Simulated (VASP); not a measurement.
These are LDA (Ceperley-Alder, Perdew-Zunger), VASP's LDA PAW potentials (set 64) (plane waves; VASP 6.6.1) values and carry that method's errors.

VASP ran on this input.

INCAR:
```
! general
SYSTEM  =  C monolayer
PREC    =  Normal
ENCUT   =  500   ! plane-wave cut-off (eV)
LREAL   =  F   ! projection in real space or not
LASPH   =  T

! electronic loop
EDIFF   =  1E-6
NELM    =  100   ! most electronic steps
NELMIN  =  4
ALGO    =  Normal   ! blocked Davidson

! smearing
ISMEAR  =  1
SIGMA   =  0.1   ! width (eV)

! output
LWAVE   =  F
LCHARG  =  F
LORBIT  =  11
LVHAR   =  T
```

File KPOINTS:
```
Automatic mesh
0
Gamma
24 24 1
0 0 0
```

**POSCAR**
```
C monolayer
1
    2.4462533648     0.0000000000     0.0000000000
   -1.2231266824     2.1185170730     0.0000000000
    0.0000000000     0.0000000000    15.6333699219
C
2
Direct
  0.0000000000   0.0000000000   0.5000000000
  0.6666670000   0.3333330000   0.5000000000
```

POTCAR, in this order: C (LDA.64 set). Program: vasp_std. Read from the step before: WAVECAR.

**Question.** Predict the energy per atom (σ→0), band gap (on the k-mesh).

**Answer.** 
```
Quantity                                                     Value
------------------------  ----------------------------------------
energy per atom (σ→0)                       -973.3 kJ/mol of atoms
band gap (on the k-mesh)  none (metal, semimetal or under 0.01 eV)
```

File OSZICAR:
```
       N       E                     dE             d eps       ncg     rms          rms(c)
DAV:   1    -0.201757949002E+02   -0.20176E+02   -0.28897E-08  1264   0.103E-03    0.424E-05
DAV:   2    -0.201757949004E+02   -0.20691E-09   -0.49909E-11  1600   0.500E-05    0.403E-05
DAV:   3    -0.201757949004E+02    0.40586E-10   -0.10100E-11  1104   0.180E-05    0.391E-05
DAV:   4    -0.201757949002E+02    0.18508E-09   -0.37217E-12   792   0.422E-06
   1 F= -.20175795E+02 E0= -.20175730E+02  d E =-.195899E-03
```

The cell is a sheet with vacuum, built from C (graphite).
